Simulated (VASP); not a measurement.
Take HgTe (zinc blende), without spin-orbit terms, in VASP with PAW potentials, and its band gap.

Task: One run gives 0 (metallic) eV. Which level is it?
A. PBE0 (PBE cell)
B. Hartree-Fock (PBE cell)
C. PBEsol (own cell)

Result: C, PBEsol (own cell).  The others give 4.46 (Hartree-Fock (PBE cell)), 0.34 (PBE0 (PBE cell)).

Only levels that ran to the end are used. Left out are those held back, those with too coarse a band path, GW runs whose mesh misses a band edge, hybrids' fits of cells that aren't cubic and levels without matching references; a question may draw on a part of the rest.

The compound is HgTe in the zinc blende structure.
